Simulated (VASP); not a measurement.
Given:

```
CELL_PARAMETERS angstrom
      4.19846     0.00000     0.00000
     -2.09923     3.63597     0.00000
      0.00000     0.00000     5.85162
ATOMIC_POSITIONS crystal
  Ag 0.00000 0.00000 0.00000
  Ag 0.00000 0.00000 0.50000
  S  0.33333 0.66667 0.25000
  S  0.66667 0.33333 0.75000
```

Calculation: PBE GGA, VASP's PBE PAW potentials (set 64) (plane waves; VASP). Numerical set-up: 800 eV cut-off, 7×7×4 Γ-centred mesh, Gaussian smearing of 0.050 eV, potentials Ag S.

### Question
Give the stress tensor in GPa (positive for a compressed cell).

### Answer

```
-9.68   0.00   0.00
 0.00  -9.68   0.00
 0.00   0.00  -5.83
```
The pressure is its mean diagonal, -8.40 GPa.

The structure was generated: AgS was put into the NiAs type (P6_3/mmc), which need not be its known phase. The cell was not relaxed at this level. The run is one of a series of settings (ENCUT = 800 against the base run), some of them coarse on purpose.
